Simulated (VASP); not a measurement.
OSZICAR of a VASP run on Nd (space group P6_3/mmc):

**OSZICAR**
```
       N       E                     dE             d eps       ncg     rms          rms(c)
DAV:   1     0.659756441691E+03    0.65976E+03   -0.14100E+04  2568   0.162E+03
DAV:   2     0.108075647987E+03   -0.55168E+03   -0.54119E+03  3520   0.461E+02
DAV:   3    -0.517876849701E+01   -0.11325E+03   -0.10643E+03  4421   0.246E+02
DAV:   4    -0.215428901666E+02   -0.16364E+02   -0.15443E+02  4688   0.115E+02
DAV:   5    -0.259356752289E+02   -0.43928E+01   -0.42515E+01  4976   0.516E+01    0.590E+01
DAV:   6    -0.689434301976E+02   -0.43008E+02   -0.64234E+02  4191   0.137E+02    0.765E+01
DAV:   7    -0.161955864972E+02    0.52748E+02   -0.84122E+01  3981   0.912E+01    0.477E+01
DAV:   8    -0.525212738990E+02   -0.36326E+02   -0.40893E+02  3646   0.143E+02    0.847E+01
DAV:   9    -0.314413151912E+02    0.21080E+02   -0.25532E+02  4683   0.974E+01    0.630E+01
DAV:  10    -0.376530602982E+02   -0.62117E+01   -0.65551E+01  4758   0.562E+01    0.727E+01
DAV:  11    -0.385299724464E+02   -0.87691E+00   -0.10308E+01  4992   0.187E+01    0.728E+01
DAV:  12    -0.393665149865E+02   -0.83654E+00   -0.43586E+00  4976   0.104E+01    0.785E+01
DAV:  13    -0.425379546769E+02   -0.31714E+01   -0.25943E+00  4720   0.791E+00    0.846E+01
DAV:  14    -0.325982779331E+02    0.99397E+01   -0.10049E+01  4081   0.183E+01    0.525E+01
DAV:  15    -0.283737578270E+02    0.42245E+01   -0.13919E+01  4848   0.190E+01    0.376E+01
DAV:  16    -0.270362766784E+02    0.13375E+01   -0.47677E+00  4682   0.141E+01    0.201E+01
DAV:  17    -0.282107051007E+02   -0.11744E+01   -0.17189E+01  4792   0.140E+01    0.380E+01
DAV:  18    -0.270852633388E+02    0.11254E+01   -0.49132E+00  4407   0.117E+01    0.271E+01
DAV:  19    -0.268310788388E+02    0.25418E+00   -0.22640E+00  4984   0.640E+00    0.181E+01
DAV:  20    -0.268981517085E+02   -0.67073E-01   -0.82713E-01  4913   0.279E+00    0.158E+01
DAV:  21    -0.269778911256E+02   -0.79739E-01   -0.52763E-01  4760   0.219E+00    0.147E+01
DAV:  22    -0.271719521853E+02   -0.19406E+00   -0.44894E-01  4744   0.313E+00    0.167E+01
DAV:  23    -0.275211365128E+02   -0.34918E+00   -0.97483E-01  4680   0.463E+00    0.235E+01
DAV:  24    -0.272254597198E+02    0.29568E+00   -0.24501E+00  4802   0.646E+00    0.136E+01
DAV:  25    -0.273419117671E+02   -0.11645E+00   -0.11740E+00  4944   0.347E+00    0.124E+01
DAV:  26    -0.274206661774E+02   -0.78754E-01   -0.68881E-01  4962   0.191E+00    0.106E+01
DAV:  27    -0.274800452749E+02   -0.59379E-01   -0.57408E-01  4584   0.307E+00    0.107E+01
DAV:  28    -0.275592041026E+02   -0.79159E-01   -0.46616E-01  4704   0.262E+00    0.122E+01
DAV:  29    -0.276070892214E+02   -0.47885E-01   -0.31070E-01  4976   0.156E+00    0.133E+01
DAV:  30    -0.276266433403E+02   -0.19554E-01   -0.23736E-01  4976   0.112E+00    0.142E+01
DAV:  31    -0.276643077054E+02   -0.37664E-01   -0.19243E-01  4816   0.114E+00    0.160E+01
DAV:  32    -0.276720285430E+02   -0.77208E-02   -0.18264E-01  4848   0.132E+00    0.176E+01
DAV:  33    -0.276862899581E+02   -0.14261E-01   -0.15837E-01  4992   0.118E+00    0.190E+01
DAV:  34    -0.276985622777E+02   -0.12272E-01   -0.11815E-01  4888   0.604E-01    0.189E+01
DAV:  35    -0.277041149711E+02   -0.55527E-02   -0.96182E-02  4808   0.495E-01    0.193E+01
DAV:  36    -0.277111037814E+02   -0.69888E-02   -0.81649E-02  4944   0.360E-01    0.194E+01
DAV:  37    -0.277126557006E+02   -0.15519E-02   -0.71613E-02  4968   0.387E-01    0.190E+01
DAV:  38    -0.277102491003E+02    0.24066E-02   -0.73330E-02  4328   0.803E-01    0.176E+01
DAV:  39    -0.277038375997E+02    0.64115E-02   -0.59591E-02  4752   0.801E-01    0.168E+01
DAV:  40    -0.277075505999E+02   -0.37130E-02   -0.35743E-02  4696   0.359E-01    0.168E+01
DAV:  41    -0.277083177034E+02   -0.76710E-03   -0.27015E-02  4848   0.242E-01    0.164E+01
DAV:  42    -0.277101985749E+02   -0.18809E-02   -0.22459E-02  4360   0.163E-01    0.164E+01
DAV:  43    -0.277105845574E+02   -0.38598E-03   -0.19971E-02  4848   0.219E-01    0.162E+01
DAV:  44    -0.277131909978E+02   -0.26064E-02   -0.23181E-02  4504   0.305E-01    0.162E+01
DAV:  45    -0.277122120593E+02    0.97894E-03   -0.18895E-02  4537   0.472E-01    0.160E+01
DAV:  46    -0.277037121678E+02    0.84999E-02   -0.39862E-02  4416   0.716E-01    0.154E+01
DAV:  47    -0.276898388453E+02    0.13873E-01   -0.51859E-02  4632   0.102E+00    0.145E+01
DAV:  48    -0.276950669233E+02   -0.52281E-02   -0.25929E-02  4657   0.466E-01    0.146E+01
DAV:  49    -0.276770877753E+02    0.17979E-01   -0.22305E-02  4744   0.569E-01    0.131E+01
DAV:  50    -0.276740970551E+02    0.29907E-02   -0.14956E-02  4864   0.420E-01    0.124E+01
DAV:  51    -0.276505456301E+02    0.23551E-01   -0.21905E-01  4480   0.273E+00    0.906E+00
DAV:  52    -0.276468119955E+02    0.37336E-02   -0.73931E-02  4734   0.186E+00    0.687E+00
DAV:  53    -0.276427201017E+02    0.40919E-02   -0.10981E-01  4568   0.181E+00    0.399E+00
DAV:  54    -0.276411618432E+02    0.15583E-02   -0.50385E-02  4634   0.992E-01    0.307E+00
DAV:  55    -0.276288712556E+02    0.12291E-01   -0.31507E-02  4864   0.868E-01    0.273E+00
DAV:  56    -0.276091234672E+02    0.19748E-01   -0.47125E-02  4601   0.872E-01    0.301E+00
DAV:  57    -0.276131530485E+02   -0.40296E-02   -0.31647E-02  4944   0.571E-01    0.292E+00
DAV:  58    -0.276167599308E+02   -0.36069E-02   -0.25525E-02  4888   0.298E-01    0.295E+00
DAV:  59    -0.276222747323E+02   -0.55148E-02   -0.21804E-02  4872   0.224E-01    0.293E+00
DAV:  60    -0.276252419795E+02   -0.29672E-02   -0.19427E-02  4432   0.139E-01    0.299E+00
DAV:  61    -0.276286599016E+02   -0.34179E-02   -0.18267E-02  4872   0.255E-01    0.293E+00
DAV:  62    -0.276203946168E+02    0.82653E-02   -0.32780E-02  4424   0.608E-01    0.309E+00
DAV:  63    -0.276174972248E+02    0.28974E-02   -0.29753E-02  4600   0.529E-01    0.308E+00
DAV:  64    -0.276127537282E+02    0.47435E-02   -0.37053E-02  4568   0.514E-01    0.334E+00
DAV:  65    -0.276191742225E+02   -0.64205E-02   -0.29719E-02  4708   0.311E-01    0.330E+00
DAV:  66    -0.276144400179E+02    0.47342E-02   -0.49869E-02  4360   0.591E-01    0.364E+00
DAV:  67    -0.276255128208E+02   -0.11073E-01   -0.36754E-02  4829   0.454E-01    0.347E+00
DAV:  68    -0.276222726155E+02    0.32402E-02   -0.57049E-02  4416   0.593E-01    0.341E+00
DAV:  69    -0.276197437044E+02    0.25289E-02   -0.76106E-02  4539   0.853E-01    0.308E+00
DAV:  70    -0.276044721472E+02    0.15272E-01   -0.92149E-02  4304   0.113E+00    0.287E+00
DAV:  71    -0.276069724368E+02   -0.25003E-02   -0.79230E-02  4795   0.868E-01    0.269E+00
DAV:  72    -0.275743604216E+02    0.32612E-01   -0.14685E-01  4376   0.153E+00    0.268E+00
DAV:  73    -0.276159381035E+02   -0.41578E-01   -0.84475E-02  4305   0.999E-01    0.248E+00
DAV:  74    -0.276202692665E+02   -0.43312E-02   -0.74171E-02  4944   0.442E-01    0.238E+00
DAV:  75    -0.276296335067E+02   -0.93642E-02   -0.60139E-02  4556   0.363E-01    0.234E+00
DAV:  76    -0.276523780506E+02   -0.22745E-01   -0.60666E-02  4352   0.141E+00    0.184E+00
DAV:  77    -0.276559040139E+02   -0.35260E-02   -0.33567E-02  4889   0.561E-01    0.212E+00
DAV:  78    -0.276577693738E+02   -0.18654E-02   -0.22674E-02  4968   0.203E-01    0.221E+00
DAV:  79    -0.276593884300E+02   -0.16191E-02   -0.18156E-02  4480   0.140E-01    0.227E+00
DAV:  80    -0.276593093237E+02    0.79106E-04   -0.14112E-02  4872   0.152E-01    0.227E+00
DAV:  81    -0.276548820503E+02    0.44273E-02   -0.25026E-02  4368   0.826E-01    0.275E+00
DAV:  82    -0.276593119243E+02   -0.44299E-02   -0.16760E-02  4539   0.778E-01    0.254E+00
DAV:  83    -0.276607124511E+02   -0.14005E-02   -0.82805E-03  4618   0.242E-01    0.254E+00
DAV:  84    -0.276607603941E+02   -0.47943E-04   -0.62572E-03  4744   0.142E-01    0.251E+00
DAV:  85    -0.276625584899E+02   -0.17981E-02   -0.84290E-03  4209   0.535E-01    0.261E+00
DAV:  86    -0.276465747957E+02    0.15984E-01   -0.46465E-02  4376   0.156E+00    0.370E+00
DAV:  87    -0.276523027141E+02   -0.57279E-02   -0.10766E-02  4495   0.578E-01    0.355E+00
DAV:  88    -0.276363178094E+02    0.15985E-01   -0.26022E-02  4376   0.866E-01    0.398E+00
DAV:  89    -0.276239018880E+02    0.12416E-01   -0.19803E-02  4829   0.521E-01    0.382E+00
DAV:  90    -0.275875740292E+02    0.36328E-01   -0.63680E-02  4384   0.105E+00    0.423E+00
DAV:  91    -0.276213648696E+02   -0.33791E-01   -0.84127E-02  4346   0.168E+00    0.282E+00
DAV:  92    -0.276186396339E+02    0.27252E-02   -0.34265E-02  4702   0.697E-01    0.270E+00
DAV:  93    -0.276214336193E+02   -0.27940E-02   -0.26037E-02  4873   0.358E-01    0.273E+00
DAV:  94    -0.276170291667E+02    0.44045E-02   -0.27559E-02  4601   0.352E-01    0.269E+00
DAV:  95    -0.276199690645E+02   -0.29399E-02   -0.23701E-02  4928   0.249E-01    0.263E+00
DAV:  96    -0.276149612572E+02    0.50078E-02   -0.33223E-02  4432   0.379E-01    0.248E+00
DAV:  97    -0.276150494838E+02   -0.88227E-04   -0.31277E-02  4905   0.326E-01    0.238E+00
DAV:  98    -0.276194440612E+02   -0.43946E-02   -0.46604E-02  4424   0.650E-01    0.159E+00
DAV:  99    -0.276106579838E+02    0.87861E-02   -0.48253E-02  4384   0.573E-01    0.162E+00
DAV: 100    -0.276172369505E+02   -0.65790E-02   -0.38973E-02  4814   0.327E-01
   1 F= -.27617237E+02 E0= -.25785730E+02  d E =-.366301E+01  mag=    14.4293
```

Task: Which electronic solver shows in the log?

Result: It is blocked Davidson (ALGO = Normal, or the opening steps of other solvers). The INCAR had ALGO = Normal.

Task: How was spin treated?

Result: Collinear spin (ISPIN = 2): the summary line carries one mag value, 14.43 μB in the cell.

Task: Can the final energy be trusted as converged?

Result: Convergence was not reached. It stopped with EDIFF = 1E-6, NELM = 100 (PBE GGA, plane waves, VASP's PBE PAW potentials (set 64)).  The run has a spin-polarised start.

The structure comes from a computed database's Nd entry; how it stands against other phases isn't given here. The cell was not relaxed at this level. The run is one of a series of settings (SIGMA = 0.3 against the base run), some of them coarse on purpose. VASP warned that the highest band is occupied, so more bands are needed.
